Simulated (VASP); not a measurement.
A run of VASP 6.6.1 is set up as follows.

File INCAR:

```
SYSTEM = HPbNO4
PREC     = Accurate       ! precision mode
ENCUT    = 600            ! plane-wave cutoff, eV
EDIFF    = 1E-6           ! SCF threshold, eV
ISMEAR   = -1             ! smearing method
SIGMA    = 0.05           ! smearing width, eV
LREAL    = .FALSE.        ! projectors in reciprocal space
LASPH    = .TRUE.         ! aspherical terms in the spheres
NELM     = 60             ! most SCF steps
ALGO     = Normal         ! electronic algorithm
ISIF     = 3              ! what is computed and relaxed
LWAVE    = .FALSE.        ! write WAVECAR
LCHARG   = .FALSE.        ! write CHGCAR
GGA      = RE             ! functional
IBRION   = 2              ! ionic algorithm
NSW      = 60             ! ionic steps
EDIFFG   = -0.02          ! ionic threshold
KPAR     = 4
```

KPOINTS

```
regular mesh
0
G
  6 5 4
  0 0 0
```

File POSCAR:

```
HPbNO4
1.0
    4.9245300000      0.0000000000      0.0000000000
    0.0000000000      5.5972000000      0.0000000000
    0.0000000000      0.0000000000      7.2434700000
H Pb N O
2 2 2 8
Direct
    0.0000000000      0.5000000000      0.1931700000
    0.5000000000      0.0000000000      0.8068300000
    0.5000000000      0.5000000000      0.9525700000
    0.0000000000      0.0000000000      0.0474300000
    0.0000000000      0.0000000000      0.6365400000
    0.5000000000      0.5000000000      0.3634600000
    0.0000000000      0.5000000000      0.0586000000
    0.5000000000      0.0000000000      0.9414000000
    0.0000000000      0.1956900000      0.7299500000
    0.0000000000      0.8043100000      0.7299500000
    0.0000000000      0.0000000000      0.4675000000
    0.5000000000      0.6956900000      0.2700500000
    0.5000000000      0.3043100000      0.2700500000
    0.5000000000      0.5000000000      0.5325000000
```

Potentials or basis: VASP PAW PBE potentials, release 64 (H, Pb_d, N, O).

Launch:

```bash
$ cat potpaw_PBE.64/H/POTCAR potpaw_PBE.64/Pb_d/POTCAR potpaw_PBE.64/N/POTCAR potpaw_PBE.64/O/POTCAR > POTCAR
$ mpirun -np 4 vasp_std > vasp.out
```

Task: What does it give for the band gap on the k mesh?

Result: 2.85 eV, indirect (least direct gap 2.97 eV).

Task: What does it give for the relaxed cell?

Result: a = 5.021 Å, b = 5.735 Å, c = 7.431 Å, α = 90.00°, β = 90.00°, γ = 90.00°.

Task: Predict the space group after relaxing (to 0.05 Å).

Result: Pmmn (No. 59).

Forces on the atoms (eV/Å):
```
H    0.000  0.000 -0.008
H    0.000  0.000  0.008
Pb   0.000  0.000 -0.010
Pb   0.000  0.000  0.010
N    0.000  0.000 -0.003
N    0.000  0.000  0.003
O    0.000  0.000 -0.005
O    0.000  0.000  0.005
O    0.000 -0.009 -0.007
O    0.000  0.009 -0.007
O    0.000  0.000  0.011
O    0.000 -0.009  0.007
O    0.000  0.009  0.007
O    0.000  0.000 -0.011
```

Caveat: the standard files for N, O and F lose accuracy on very short bonds; the PAW data sets were made with another functional, which shifts forces and pressure a little; spin-orbit coupling is left out, which as a rule narrows the gap of such compounds by several tenths of an eV; an odd mesh through Γ misses points on the zone boundary, where band edges often lie. revPBE gaps usually lie below the measured ones, often by a third to a half.
